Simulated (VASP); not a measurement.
A run of VASP 6.6.1:

The input INCAR:

```
PREC = Accurate ; ENCUT = 520
EDIFF = 1E-7 ; ISMEAR = 0
SIGMA = 0.1 ; LREAL = False
LASPH = True ; NELM = 60
ALGO = Fast ; ISIF = 2
LWAVE = False ; LCHARG = False
GGA = PE ; NBANDS = 43
```

File KPOINTS:

```
regular mesh
0
Gamma
  8 8 8
```

File POSCAR:

```
CdCl3
1.0
    5.5355638136      0.0000000000      0.0000000000
    0.0000000000      5.5355638136      0.0000000000
    0.0000000000      0.0000000000      5.5355638136
Cd Cl
2 6
Direct
    0.5000000000      0.5000000000      0.5000000000
    0.0000000000      0.0000000000      0.0000000000
    0.0000000000      0.5000000000      0.7500000000
    0.5000000000      0.2500000000      0.0000000000
    0.7500000000      0.0000000000      0.5000000000
    0.0000000000      0.5000000000      0.2500000000
    0.5000000000      0.7500000000      0.0000000000
    0.2500000000      0.0000000000      0.5000000000
```

Potentials or basis: VASP PAW PBE potentials, release 64 (Cd, Cl).

Launch:

```sh
$ cat potpaw_PBE.64/Cd/POTCAR potpaw_PBE.64/Cl/POTCAR > POTCAR
$ mpirun -np 1 vasp_std > vasp.out
```

Hardware: 1 thread of Intel(R) Xeon(R) 6975P-C (Granite Rapids) (shared host).

Q: How long does it take, and how much memory?

A: Run time: 2.1 min on 1 thread of Intel(R) Xeon(R) 6975P-C (Granite Rapids), on a shared host, peak memory 0.36 GiB. Counts: scf iterations 17, k points 35.
